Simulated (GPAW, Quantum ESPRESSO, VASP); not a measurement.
**One structure in several programs: KI (Fm-3m, 2 atoms in the cell)**

Self-consistent single point.

```xyz
2
Lattice="0.0000 3.5350 3.5350 3.5350 0.0000 3.5350 3.5350 3.5350 0.0000" Properties=species:S:1:pos:R:3 pbc="T T T"
K      0.0000     0.0000     0.0000
I      3.5350     3.5350     3.5350
```

All programs got the same cell, k-point mesh and kind of occupations (in Quantum ESPRESSO's words: occupations = smearing; smearing = fd; degauss = 0.0036749 Ry; K_POINTS = automatic 4 4 4 0 0 0); potentials, basis and cutoffs are each program's usual ones.

```
code                                                                        model  pressure (GPa)  gap on the mesh (eV)  cutoff
----------------  ---------------------------------------------------------------  --------------  --------------------  ------
Quantum ESPRESSO  PBE, PseudoDojo standard norm-conserving (PBE) pseudopotentials            0.56                 3.955   75 Ry
GPAW                                 PBE, GPAW PAW datasets PBE (gpaw-data 1.0.1)            0.55                 3.972  600 eV
VASP                                      PBE, VASP's PBE PAW potentials (set 64)               –                 3.959  300 eV
```

A dash marks a value that a program does not give, or that is left out as unsure.

Gaps are read on the mesh.

The spread over the programs that give each value: pressure within 0.01 GPa; gap on the mesh within 0.017 eV.

The starting cell has typed, rounded lattice constants, without a prior relaxation at this level. On Quantum ESPRESSO's run: Spin-orbit coupling is off.

Why do the programs differ, and what cannot be compared?

Differences of this kind can come from the potentials, where these differ, and from what each basis and cutoff leave unconverged. The zero of total energies and Fermi levels follows the potentials and each program's conventions, so they are not compared here.

VASP's run is marked for a possible Pulay error in its stress at this cutoff; no cutoff test was made.

Left out of this page: Ansatz, ABINIT, CP2K, Elk, FLEUR and SIESTA (not drawn, or without a comparable value).
